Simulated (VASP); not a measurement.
A VASP calculation is set up with these files.

### INCAR
```
SYSTEM = Pd
PREC = Accurate
ENCUT = 400
EDIFF = 1E-6
NELM = 100
ALGO = Normal
LREAL = .FALSE.
LASPH = .TRUE.
ISMEAR = 0
SIGMA = 0.001
GGA = PE
LMAXMIX = 4
LWAVE = .FALSE.
LCHARG = .FALSE.
ISIF = 2
```

POSCAR:
```
Pd
1
    2.5448900000     0.0000000000     0.0000000000
    0.0000000000     2.5448900000     0.0000000000
    0.0000000000     0.0000000000     2.5448900000
Pd
1
Direct
  0.0000000000   0.0000000000   0.0000000000
```

### KPOINTS
```
Automatic mesh
0
Gamma
3 3 3
0 0 0
```

POTCAR, in this order: Pd (PBE.64 set). Program: vasp_std.

The run wrote:

File standard output:
```
 POSCAR found type information on POSCAR Pd
 POSCAR found :  1 types and       1 ions
 Reading from existing POTCAR
 Reading from existing POTCAR
 LDA part: xc-table for (Slater+PW92), standard interpolation
 POSCAR, INCAR and KPOINTS ok, starting setup
 WAVECAR not read
 entering main loop
       N       E                     dE             d eps       ncg     rms          rms(c)
DAV:   1     0.334500165337E+02    0.33450E+02   -0.42375E+03    72   0.780E+02
DAV:   2    -0.343609351704E+01   -0.36886E+02   -0.35381E+02    79   0.160E+02
DAV:   3    -0.413674833317E+01   -0.70065E+00   -0.70056E+00    84   0.218E+01
DAV:   4    -0.414177781816E+01   -0.50295E-02   -0.50039E-02    83   0.208E+00
DAV:   5    -0.414186984273E+01   -0.92025E-04   -0.92011E-04   100   0.226E-01    0.714E+00
DAV:   6    -0.405939562619E+01    0.82474E-01   -0.29470E-01    73   0.515E+00    0.404E+00
DAV:   7    -0.404962562268E+01    0.97700E-02   -0.10085E-02    75   0.877E-01    0.162E+00
DAV:   8    -0.404790494309E+01    0.17207E-02   -0.69604E-04    73   0.273E-01    0.349E-02
DAV:   9    -0.404790841954E+01   -0.34764E-05   -0.41990E-06    99   0.196E-02    0.909E-03
DAV:  10    -0.404791078323E+01   -0.23637E-05   -0.10557E-06    75   0.106E-02    0.318E-04
DAV:  11    -0.404791076598E+01    0.17255E-07   -0.58924E-09    36   0.788E-04
   1 F= -.40479108E+01 E0= -.40478822E+01  d E =-.571342E-04
```

### OUTCAR
```
------------------------ aborting loop because EDIFF is reached ----------------------------------------
  FORCE on cell =-STRESS in cart. coord.  units (eV):
  Direction    XX          YY          ZZ          XY          YZ          ZX
  --------------------------------------------------------------------------------------
  Total        2.0448401      2.0448401      2.0448401      0.0000000      0.0000000     -0.0000000
  in kB      198.7755204    198.7755204    198.7755204      0.0000000      0.0000000     -0.0000000
  external PRESSURE =     198.7755204 kB  Pullay stress =       0.0000000 kB
  volume of cell :       16.48
      direct lattice vectors                 reciprocal lattice vectors
     2.544890000  0.000000000  0.000000000     0.392944292  0.000000000  0.000000000
     0.000000000  2.544890000  0.000000000     0.000000000  0.392944292  0.000000000
     0.000000000  0.000000000  2.544890000     0.000000000  0.000000000  0.392944292
 POSITION                                       TOTAL-FORCE (eV/Angst)
 -----------------------------------------------------------------------------------
      0.00000      0.00000      0.00000         0.000000      0.000000      0.000000
 -----------------------------------------------------------------------------------
    total drift:                                0.000000      0.000000     -0.000000
  FREE ENERGIE OF THE ION-ELECTRON SYSTEM (eV)
  ---------------------------------------------------
  free  energy   TOTEN  =        -4.0479107660 eV

  energy  without entropy=       -4.0478536318  energy(sigma->0) =       -4.04788220
```
(Selected blocks of OUTCAR.)

Question: The run ends quietly. Is anything wrong with it?

Answer: The cause: a metal was run with a tiny SIGMA on a coarse mesh. The run ends without an error. Against the sound run, the energy per atom (σ→0) rises by 0.607 eV/atom; the pressure rises by 8.70 GPa. To mend it, set ISMEAR = 1, set SIGMA = 0.1, correct KPOINTS.
### KPOINTS
```
Automatic mesh
0
Gamma
11 11 11
0 0 0
```
The mended run (PBE GGA, plane waves, VASP's PBE PAW potentials (set 64)) converges, and its OSZICAR ends with
```
   1 F= -.46554033E+01 E0= -.46553073E+01  d E =-.288162E-03
```

The structure was generated: Pd was put into the simple-cubic type (Pm-3m), which need not be its known phase. The cell was not relaxed at this level.
